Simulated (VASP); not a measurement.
# RuBr2 (R-3m) in VASP: a series of runs

The runs below take RuBr2 through single point, with PBE.

All numbers are computed with VASP 6.6.1; they aren't measurements. Logs are shortened: lines on timing, memory, paths and dates and some standing lists are left out, and cuts for length are marked.

### 1 The structure

The structure is trigonal, space group R-3m (No. 166). The conventional cell has a = 3.879 Å, b = 3.879 Å, c = 17.591 Å, α = 90.00°, β = 90.00°, γ = 120.00°. Ru (site symmetry -3m) has 6 Br at 2.66 Å as nearest neighbours. Br (site symmetry 3m) has 3 Ru at 2.66 Å as nearest neighbours.

The cell was built by a generator and needn't be a form met in nature.

### 2 Single point, PBE, collinear spin, random start

File INCAR:

```
SYSTEM = RuBr2
ALGO = Fast
EDIFF = 1E-6
ENCUT = 520
GGA = PE
ISIF = 2
ISMEAR = 0
ISPIN = 2
LASPH = .True.
LCHARG = .False.
LMAXMIX = 4
LORBIT = 11
LREAL = .False.
LWAVE = .False.
MAGMOM = 0.1 0 0
NBANDS = 25
NELM = 80
PREC = Accurate
SIGMA = 0.05
```

File KPOINTS:

```
k-points
0
Gamma
  6 6 6
  0 0 0
```

File POSCAR:

```
RuBr2
1.0
    1.9394384800      1.1197353300      5.8636529700
   -1.9394384800      1.1197353300      5.8636529700
    0.0000000000     -2.2394706600      5.8636529700
Ru Br
1 2
Direct
    0.0000000000      0.0000000000      0.0000000000
    0.2520000000      0.2520000000      0.2520000000
    0.7480000000      0.7480000000      0.7480000000
```

Potentials or basis: VASP PAW PBE potentials, release 64 (Ru_pv, Br).

Command:

```
> cat potpaw_PBE.64/Ru_pv/POTCAR potpaw_PBE.64/Br/POTCAR > POTCAR
> mpirun -np 1 vasp_std > vasp.out
```

OUTCAR:

```text
SYSTEM = RuBr2
   EDIFF = 1E-6
   ENCUT = 520
   GGA = PE
   ISIF = 2
   ISMEAR = 0
   ISPIN = 2
   LASPH = .True.
   LORBIT = 11
   LREAL = .False.
   NELM = 80
   PREC = Accurate

 ion  position               nearest neighbor table
   1  0.000  0.000  0.000-   3 2.66   3 2.66   2 2.66   2 2.66   3 2.66   2 2.66
   2  0.252  0.252  0.252-   1 2.66   1 2.66   1 2.66
   3  0.748  0.748  0.748-   1 2.66   1 2.66   1 2.66

  LATTYP: Found a trigonal (rhomboedric) cell.
 ALAT       =     6.2767551314
 COS(alpha) =     0.8090535273

  Lattice vectors:

 A1 = (   1.9394384800,   1.1197353300,   5.8636529700)
 A2 = (  -1.9394384800,   1.1197353300,   5.8636529700)
 A3 = (   0.0000000000,  -2.2394706600,   5.8636529700)

Analysis of symmetry for initial positions (statically):
=====================================================================
 Subroutine PRICEL returns:
 Original cell was already a primitive cell.

 Routine SETGRP: Setting up the symmetry group for a
 trigonal (rhombohedral) supercell.

 Subroutine GETGRP returns: Found 12 space group operations
 (whereof 12 operations were pure point group operations)
 out of a pool of 12 trial point group operations.

The static configuration has the point symmetry D_3d.

Analysis of symmetry for dynamics (positions and initial velocities):
=====================================================================
 Subroutine PRICEL returns:
 Original cell was already a primitive cell.

 Routine SETGRP: Setting up the symmetry group for a
 trigonal (rhombohedral) supercell.

 Subroutine GETGRP returns: Found 12 space group operations
 (whereof 12 operations were pure point group operations)
 out of a pool of 12 trial point group operations.

The dynamic configuration has the point symmetry D_3d.

Analysis of structural, dynamic, and magnetic symmetry:
=====================================================================
 Subroutine PRICEL returns:
 Original cell was already a primitive cell.

 Routine SETGRP: Setting up the symmetry group for a
 trigonal (rhombohedral) supercell.

 Subroutine GETGRP returns: Found 12 space group operations
 (whereof 12 operations were pure point group operations)
 out of a pool of 12 trial point group operations.

The overall configuration has the point symmetry D_3d.

 Subroutine INISYM returns: Found 12 space group operations
 (whereof 12 operations are pure point group operations),
 and found     1 'primitive' translations

----------------------------------------------------------------------------------------

                                     Primitive cell

  volume of cell :      76.4031

  direct lattice vectors                    reciprocal lattice vectors
     1.939438480  1.119735330  5.863652970     0.257806579  0.148844698  0.056847384
    -1.939438480  1.119735330  5.863652970    -0.257806579  0.148844698  0.056847384
     0.000000000 -2.239470660  5.863652970     0.000000000 -0.297689395  0.056847384

  length of vectors
     6.276755131  6.276755131  6.276755132     0.303068641  0.303068641  0.303068641

  position of ions in fractional coordinates (direct lattice)
     0.000000000  0.000000000  0.000000000
     0.252000000  0.252000000  0.252000000
     0.748000000  0.748000000  0.748000000

  ion indices of the primitive-cell ions
   primitive index   ion index
                 1           1
                 2           2
                 3           3

----------------------------------------------------------------------------------------

 KPOINTS: k-points

Automatic generation of k-mesh.
 Grid dimensions read from file:
 generate k-points for:    6    6    6

 Generating k-lattice:

  Cartesian coordinates                     Fractional coordinates (reciprocal lattice)
     0.042967763  0.024807450  0.009474564     0.166666667  0.000000000  0.000000000
    -0.042967763  0.024807450  0.009474564     0.000000000  0.166666667  0.000000000
     0.000000000 -0.049614899  0.009474564     0.000000000  0.000000000  0.166666667

  Length of vectors
     0.050511440  0.050511440  0.050511440

  Shift w.r.t. Gamma in fractional coordinates (k-lattice)
     0.000000000  0.000000000  0.000000000

 Subroutine IBZKPT returns following result:
 ===========================================

 Found     32 irreducible k-points:

 Following reciprocal coordinates:
            Coordinates               Weight
  0.000000  0.000000  0.000000      1.000000
  0.166667 -0.000000 -0.000000      6.000000
  0.333333 -0.000000 -0.000000      6.000000
  0.500000  0.000000 -0.000000      3.000000
  0.166667  0.166667 -0.000000      6.000000
  0.333333  0.166667 -0.000000     12.000000
[... 16 lines left out ...]
  0.500000  0.500000  0.166667      6.000000
 -0.333333  0.500000  0.166667     12.000000
 [... further k-points ...]
   k-points           NKPTS =     32   k-points in BZ     NKDIM =     32   number of bands    NBANDS=     25
   number of dos      NEDOS =    301   number of ions     NIONS =      3
   total plane-waves  NPLWV = 110592
   dimension x,y,z NGX =    48 NGY =   48 NGZ =   48
   dimension x,y,z NGXF=    96 NGYF=   96 NGZF=   96
   ions per type =               1   2
   NGX,Y,Z   is equivalent  to a cutoff of  12.71, 12.71, 12.71 a.u.
   NGXF,Y,Z  is equivalent  to a cutoff of  25.43, 25.43, 25.43 a.u.
 SYSTEM =  RuBr2
   PREC   = accura    normal or accurate (medium, high low for compatibility)
   ISTART =      0    job   : 0-new  1-cont  2-samecut
   ICHARG =      2    charge: 1-file 2-atom 10-const
   ISPIN  =      2    spin polarized calculation?
   LNONCOLLINEAR =      F non collinear calculations
   LSORBIT =      F    spin-orbit coupling
   LASPH  =      T    aspherical Exc in radial PAW
   ENCUT  =  520.0 eV  38.22 Ry    6.18 a.u.  11.67 11.67 11.67*2*pi/ulx,y,z
   NELM   =     80;   NELMIN=  2; NELMDL= -5     # of ELM steps
   EDIFF  = 0.1E-05   stopping-criterion for ELM
   LREAL  =      F    real-space projection
   EDIFFG = 0.1E-04   stopping-criterion for IOM
   NSW    =      0    number of steps for IOM
   IBRION =     -1    ionic relax: 0-MD 1-quasi-New 2-CG
   NFREE  =      0    steps in history (QN), initial steepest desc. (CG)
   ISIF   =      2    stress and relaxation
   ISYM   =      2    0-nonsym 1-usesym 2-fastsym
   POTIM  = 0.5000    time-step for ionic-motion
   TEBEG  =    0.0;   TEEND  =   0.0 temperature during run
   PSTRESS=    0.0 pullay stress
   NELECT =      28.0000    total number of electrons
   NUPDOWN=      -1.0000    fix difference up-down
   EMIN   =  10.00;   EMAX   =-10.00  energy-range for DOS
   EFERMI =   0.00;   METHOD = LEGACY
   ISMEAR =     0;   SIGMA  =   0.05  broadening in eV -4-tet -1-fermi 0-gaus
   EFERMI_NEDOS =   21; number of points for ismear=-14 and -15
   IALGO  =     68    algorithm
   IMIX   =      4    mixing-type and parameters
     AMIX     =   0.40;   BMIX     =  1.00
     AMIX_MAG =   1.60;   BMIX_MAG =  1.00
  volume/ion in A,a.u.               =      25.47       171.86
  Fermi-wavevector in a.u.,A,eV,Ry     =   1.171540  2.213890 18.674085  1.372507
  Thomas-Fermi vector in A             =   2.307982
   LORBIT       =     11    0 simple, 1 ext, 2 COOP (PROOUT), +10 PAW based schemes
   GGA     = PE    functional components
   LHFCALC =     F    Hartree Fock is set to
   AEXX    =    0.0000 exact exchange contribution
   IVDW    =     0    specifies the selected vdW correction
   LEPSILON=     F    determine dielectric tensor
   LRPA    =     F    only Hartree local field effects (RPA)
 spin polarized calculation
 RMM-DIIS sequential band-by-band and
 Gauss-broadening in eV      SIGMA  =   0.05
  energy-cutoff  :      520.00
  volume of cell :       76.40
 maximum number of plane-waves:      2091
   NGX = 23   NGY = 23   NGZ = 23

 number of electron      27.9999999 magnetization       0.0000433

 number of electron      27.9999999 magnetization      -0.0000061

 Free energy of the ion-electron system (eV)
  ---------------------------------------------------
  ext. energy  EPLUGINS =         0.00000000
  ---------------------------------------------------
  free energy    TOTEN  =       -12.47310471 eV

  energy without entropy =      -12.47310471  energy(sigma->0) =      -12.47310471

 E-fermi :   4.0624     XC(G=0):  -9.3853

 val. band max:        3.7267946354   @ k =   0.5000   0.1667   0.1667
 cond. band min:       4.5349823626   @ k =  -0.1667   0.1667   0.0000
 fundamental gap:      0.8081877272
 Fermi energy:         4.0624405980

 spin component 1

 k-point     1 :       0.0000    0.0000    0.0000
  band No.  band energies     occupation
      1     -38.1253      1.00000
      2     -38.1253      1.00000
      3     -38.1191      1.00000
      4     -12.5462      1.00000
      5     -11.7095      1.00000
      6      -2.0740      1.00000
[... 17 lines left out ...]
     24      15.0400      0.00000
     25      15.5773      0.00000

 k-point     2 :       0.1667   -0.0000   -0.0000
  band No.  band energies     occupation
      1     -38.1294      1.00000
      2     -38.1263      1.00000
      3     -38.1184      1.00000
      4     -12.4101      1.00000
      5     -11.7168      1.00000
      6      -1.8008      1.00000
[... 17 lines left out ...]
     24      14.4936      0.00000
     25      15.8170      0.00000

 k-point     3 :       0.3333   -0.0000   -0.0000
  band No.  band energies     occupation
      1     -38.1374      1.00000
      2     -38.1282      1.00000
      3     -38.1170      1.00000
      4     -12.1056      1.00000
      5     -11.7440      1.00000
      6      -1.4386      1.00000
[... 552 lines left out ...]
 k-point    23 :       0.5000    0.5000    0.1667
  band No.  band energies     occupation
      1     -38.1374      1.00000
      2     -38.1282      1.00000
      3     -38.1170      1.00000
      4     -12.0000      1.00000
      5     -11.8538      1.00000
      6      -1.7624      1.00000
[... 17 lines left out ...]
     24      15.5137      0.00000
     25      16.2255      0.00000

 k-point    24 :      -0.3333    0.5000    0.1667
  band No.  band energies     occupation
      1     -38.1394      1.00000
      2     -38.1313      1.00000
      3     -38.1163      1.00000
      4     -11.8652      1.00000
      5     -11.8309      1.00000
      6      -1.9131      1.00000
[... 17 lines left out ...]
     24      16.1025      0.00000
     25      16.7256      0.00000

 [... further k-points ...]

 spin component 2

 k-point     1 :       0.0000    0.0000    0.0000
  band No.  band energies     occupation
      1     -38.1253      1.00000
      2     -38.1253      1.00000
      3     -38.1191      1.00000
      4     -12.5462      1.00000
      5     -11.7095      1.00000
      6      -2.0740      1.00000
[... 17 lines left out ...]
     24      15.0400      0.00000
     25      15.5779      0.00000

 k-point     2 :       0.1667   -0.0000   -0.0000
  band No.  band energies     occupation
      1     -38.1294      1.00000
      2     -38.1263      1.00000
      3     -38.1184      1.00000
      4     -12.4101      1.00000
      5     -11.7168      1.00000
      6      -1.8008      1.00000
[... 17 lines left out ...]
     24      14.4936      0.00000
     25      15.8163      0.00000

 k-point     3 :       0.3333   -0.0000   -0.0000
  band No.  band energies     occupation
      1     -38.1375      1.00000
      2     -38.1282      1.00000
      3     -38.1170      1.00000
      4     -12.1056      1.00000
      5     -11.7440      1.00000
      6      -1.4386      1.00000
[... 552 lines left out ...]
 k-point    23 :       0.5000    0.5000    0.1667
  band No.  band energies     occupation
      1     -38.1374      1.00000
      2     -38.1282      1.00000
      3     -38.1170      1.00000
      4     -12.0000      1.00000
      5     -11.8538      1.00000
      6      -1.7624      1.00000
[... 17 lines left out ...]
     24      15.5137      0.00000
     25      16.4288      0.00000

 k-point    24 :      -0.3333    0.5000    0.1667
  band No.  band energies     occupation
      1     -38.1394      1.00000
      2     -38.1313      1.00000
      3     -38.1163      1.00000
      4     -11.8652      1.00000
      5     -11.8309      1.00000
      6      -1.9131      1.00000
[... 17 lines left out ...]
     24      16.1024      0.00000
     25      16.5841      0.00000

 [... further k-points ...]

------------------------ aborting loop because EDIFF is reached ----------------------------------------

  FORCE on cell =-STRESS in cart. coord.  units (eV):
  Direction    XX          YY          ZZ          XY          YZ          ZX
  --------------------------------------------------------------------------------------
  -------------------------------------------------------------------------------------
  Total       -3.2404373     -3.2404373     -2.6927966      0.0000000      0.0000000      0.0000000
  in kB      -67.9521662    -67.9521664    -56.4681086      0.0000000      0.0000000      0.0000000
  external PRESSURE =     -64.1241471 kB  Pullay stress =       0.0000000 kB

 VOLUME and BASIS-vectors are now :
 -----------------------------------------------------------------------------
  energy-cutoff  :      520.00
  volume of cell :       76.40
      direct lattice vectors                 reciprocal lattice vectors
     1.939438480  1.119735330  5.863652970     0.257806579  0.148844698  0.056847384
    -1.939438480  1.119735330  5.863652970    -0.257806579  0.148844698  0.056847384
     0.000000000 -2.239470660  5.863652970     0.000000000 -0.297689395  0.056847384

 POSITION                                       TOTAL-FORCE (eV/Angst)
 -----------------------------------------------------------------------------------
      0.00000      0.00000      0.00000         0.000000     -0.000000      0.000000
      0.00000      0.00000      4.43292         0.000000      0.000000      1.330308
      0.00000      0.00000     13.15804         0.000000      0.000000     -1.330308
 -----------------------------------------------------------------------------------
    total drift:                               -0.000000      0.000000     -0.000000

  FREE ENERGIE OF THE ION-ELECTRON SYSTEM (eV)
  ---------------------------------------------------
  free  energy   TOTEN  =       -12.4731047141 eV

  energy  without entropy=      -12.4731047141  energy(sigma->0) =      -12.47310471

 total charge

# of ion       s       p       d       tot
------------------------------------------
    1        0.213   6.119   6.031  12.363
    2        1.611   3.154   0.039   4.805
    3        1.611   3.154   0.039   4.805
--------------------------------------------------
tot          3.435  12.427   6.110  21.972

 magnetization (x)

# of ion       s       p       d       tot
------------------------------------------
    1        0.000  -0.000  -0.000   0.000
    2        0.000   0.000   0.000   0.000
    3        0.000   0.000   0.000   0.000
--------------------------------------------------
tot          0.000   0.000  -0.000   0.000
```

Run time: 2.2 min. Hardware: 1 thread of Intel Xeon 6975P-C (Granite Rapids), shared host; peak memory 0.44 GiB.

Results:

| Quantity | Value |
| --- | --- |
| Free energy | -12.4731 eV |
| Pressure | -6.4 GPa |
| Largest force | 1.330 eV/Å |
| Band gap on the k mesh | 0.81 eV, indirect (least direct gap 0.84 eV) |
| Net moment | 0.00 μB per cell |
| Valence electrons inside the program's atomic spheres | Ru 12.36; Br 4.80 |

Forces in eV/Å, atoms in the order of the input:
```
Ru   0.000  0.000  0.000
Br   0.000  0.000  1.330
Br   0.000  0.000 -1.330
```

Caveat: forces of over 1 eV/Å show positions far from the minimum, so gaps and moduli don't describe the material at rest.

### 3 Single point, PBE, collinear spin, ferromagnetic start

File INCAR:

```
PREC = Accurate
ENCUT = 520
EDIFF = 1E-7
ISMEAR = 0
SIGMA = 0.05
LREAL = F
LASPH = T
NELM = 100
ALGO = Fast
ISIF = 2
LWAVE = F
LCHARG = F
ISPIN = 2
MAGMOM = 1 0 0
LORBIT = 11
NUPDOWN = 4
LMAXMIX = 4
GGA = PE
```

File KPOINTS:

```
Automatic mesh
0
Gamma
  6 6 6
```

POSCAR is that of step 2.

Potentials or basis: VASP PAW PBE potentials, release 64 (Ru_pv, Br).

Command:

```
> cat potpaw_PBE.64/Ru_pv/POTCAR potpaw_PBE.64/Br/POTCAR > POTCAR
> mpirun -np 1 vasp_std > vasp.out
```

Wall time 2.9 min (1 thread of Intel Xeon 6975P-C (Granite Rapids), shared host); peak memory 0.44 GiB.

The run converged. Its results:

```
Free energy                                           : -11.2513 eV
Pressure                                              : 5.8 GPa
Largest force                                         : 0.881 eV/Å
Net moment                                            : 4.00 μB per cell
Site moments                                          : Ru +3.06; Br +0.28 μB
Valence electrons inside the program's atomic spheres : Ru 12.22; Br 4.87
```

Forces on the atoms (eV/Å):
```
Ru   0.000  0.000  0.000
Br   0.000  0.000 -0.881
Br   0.000  0.000  0.881
```

Stress tensor (GPa, compression positive):
```
4.66 0.00 0.00
0.00 4.66 0.00
0.00 0.00 8.06
```

Caveat: the moment is held away from its start; the total moment is fixed, so each spin has its own Fermi level.
